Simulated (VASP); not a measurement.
Method: RPBE GGA, VASP's PBE PAW potentials (set 64) (plane waves; VASP).

A VASP calculation is set up with these files.

### KPOINTS
```
Automatic mesh
0
Gamma
7 7 2
0 0 0
```

INCAR:
```
ALGO=Normal
EDIFF=1E-6
EDIFFG=-0.02
ENCUT=520
GGA=RP
IBRION=2
ISIF=3
ISMEAR=0
LASPH=.TRUE.
LCHARG=.FALSE.
LMAXMIX=6
LREAL=.FALSE.
LWAVE=.FALSE.
NELM=100
NSW=60
PREC=Accurate
SIGMA=0.05
SYSTEM=WS2
```

File POSCAR:
```
WS2
1
    1.6054295804    -2.7806855782     0.0000000000
    1.6054295804     2.7806855782    -0.0000000000
    0.0000000000     0.0000000000    15.3333826744
W S
2 4
Direct
  0.3333330000   0.6666670000   0.2500000000
  0.6666670000   0.3333330000   0.7500000000
  0.3333330000   0.6666670000   0.8525365450
  0.6666670000   0.3333330000   0.3525365450
  0.6666670000   0.3333330000   0.1474634550
  0.3333330000   0.6666670000   0.6474634550
```

POTCAR, in this order: W_sv S (PBE.64 set). Program: vasp_std.

Output of the run:

### OUTCAR
```
 ion  position               nearest neighbor table
   1  0.333  0.667  0.250-   4 2.43   5 2.43   4 2.43   5 2.43   4 2.43   5 2.43
   2  0.667  0.333  0.750-   3 2.43   6 2.43   3 2.43   6 2.43   3 2.43   6 2.43
   3  0.333  0.667  0.853-   2 2.43   2 2.43   2 2.43
   4  0.667  0.333  0.353-   1 2.43   1 2.43   1 2.43
   5  0.667  0.333  0.147-   1 2.43   1 2.43   1 2.43
   6  0.333  0.667  0.647-   2 2.43   2 2.43   2 2.43
  LATTYP: Found a hexagonal cell.
 ALAT       =     3.2108591409
 C/A-ratio  =     4.7754765942
 Subroutine PRICEL returns:
 Original cell was already a primitive cell.
 Subroutine GETGRP returns: Found 24 space group operations
The static configuration has the point symmetry D_3d.
 The point group associated with its full space group is D_6h.
The dynamic configuration has the point symmetry D_3d.
 Subroutine INISYM returns: Found 24 space group operations
 Subroutine IBZKPT returns following result:
 Found     16 irreducible k-points:

 Following reciprocal coordinates:
            Coordinates               Weight
  0.000000  0.000000  0.000000      1.000000
  0.142857 -0.000000  0.000000      6.000000
  0.285714  0.000000  0.000000      6.000000
  0.428571 -0.000000  0.000000      6.000000
  0.142857  0.142857  0.000000      6.000000
  0.285714  0.142857  0.000000     12.000000
  0.428571  0.142857  0.000000      6.000000
  0.285714  0.285714  0.000000      6.000000
  0.000000  0.000000  0.500000      1.000000
  0.142857 -0.000000  0.500000      6.000000
  0.285714  0.000000  0.500000      6.000000
  0.428571 -0.000000  0.500000      6.000000
  0.142857  0.142857  0.500000      6.000000
  0.285714  0.142857  0.500000     12.000000
  0.428571  0.142857  0.500000      6.000000
  0.285714  0.285714  0.500000      6.000000
   k-points           NKPTS =     16   k-points in BZ     NKDIM =     16   number of bands    NBANDS=     31
   number of dos      NEDOS =    301   number of ions     NIONS =      6
...
```

File OSZICAR:
```
       N       E                     dE             d eps       ncg     rms          rms(c)
DAV:   1     0.525007864165E+03    0.52501E+03   -0.28774E+04  1128   0.161E+03
DAV:   2    -0.146076537900E+02   -0.53962E+03   -0.52976E+03  1232   0.419E+02
DAV:   3    -0.469371534476E+02   -0.32329E+02   -0.32161E+02  1283   0.965E+01
DAV:   4    -0.478121733190E+02   -0.87502E+00   -0.87356E+00  1257   0.167E+01
DAV:   5    -0.478389545458E+02   -0.26781E-01   -0.26775E-01  1285   0.296E+00    0.359E+01
DAV:   6    -0.453471421744E+02    0.24918E+01   -0.15971E+01  1182   0.226E+01    0.166E+01
DAV:   7    -0.451096693532E+02    0.23747E+00   -0.35548E+00  1160   0.894E+00    0.633E+00
DAV:   8    -0.450112716440E+02    0.98398E-01   -0.52492E-01  1369   0.436E+00    0.167E+00
DAV:   9    -0.450123112350E+02   -0.10396E-02   -0.49958E-02  1293   0.117E+00    0.886E-01
DAV:  10    -0.450104759917E+02    0.18352E-02   -0.25623E-02  1323   0.984E-01    0.238E-01
DAV:  11    -0.450100456412E+02    0.43035E-03   -0.41658E-03  1229   0.403E-01    0.145E-01
DAV:  12    -0.450100070543E+02    0.38587E-04   -0.21738E-04  1258   0.927E-02    0.571E-02
DAV:  13    -0.450099666391E+02    0.40415E-04   -0.22775E-04  1189   0.824E-02    0.267E-02
DAV:  14    -0.450099652189E+02    0.14202E-05   -0.15033E-05  1249   0.213E-02    0.889E-03
DAV:  15    -0.450099651645E+02    0.54405E-07   -0.76406E-07   874   0.627E-03
   1 F= -.45009965E+02 E0= -.45009965E+02  d E =-.450100E+02
```

### OUTCAR
```
------------------------ aborting loop because EDIFF is reached ----------------------------------------
  FORCE on cell =-STRESS in cart. coord.  units (eV):
  Direction    XX          YY          ZZ          XY          YZ          ZX
  --------------------------------------------------------------------------------------
  Total       -0.0827869     -0.0827869      0.0323338      0.0000000      0.0000000     -0.0000000
  in kB       -0.9688598     -0.9688598      0.3784049      0.0000000      0.0000000     -0.0000000
  external PRESSURE =      -0.5197716 kB  Pullay stress =       0.0000000 kB
  volume of cell :      136.90
      direct lattice vectors                 reciprocal lattice vectors
     1.605429580 -2.780685578  0.000000000     0.311443122 -0.179811772  0.000000000
     1.605429580  2.780685578  0.000000000     0.311443122  0.179811772  0.000000000
     0.000000000  0.000000000 15.333382674     0.000000000  0.000000000  0.065217181
 POSITION                                       TOTAL-FORCE (eV/Angst)
 -----------------------------------------------------------------------------------
      1.60543      0.92690      3.83335         0.000000     -0.000000      0.000000
      1.60543     -0.92690     11.50004        -0.000000     -0.000000      0.000000
      1.60543      0.92690     13.07227         0.000000      0.000000     -0.014594
      1.60543     -0.92690      5.40558        -0.000000     -0.000000     -0.014594
      1.60543     -0.92690      2.26111        -0.000000     -0.000000      0.014594
      1.60543      0.92690      9.92780         0.000000      0.000000      0.014594
 -----------------------------------------------------------------------------------
    total drift:                                0.000171      0.001249     -0.000035
  FREE ENERGIE OF THE ION-ELECTRON SYSTEM (eV)
  ---------------------------------------------------
  free  energy   TOTEN  =       -45.0099651645 eV

  energy  without entropy=      -45.0099651645  energy(sigma->0) =      -45.00996516

 reached required accuracy - stopping structural energy minimisation
```
(Selected blocks of OUTCAR.)

Without a dispersion term in the relaxation, distances and binding between the weakly bound layers, chains or molecules are unreliable, and so is what depends on them.

The compound is WS2 in the 2H layered structure. It was relaxed first, which changed the volume by +29 %. The start is the result of an earlier pass.
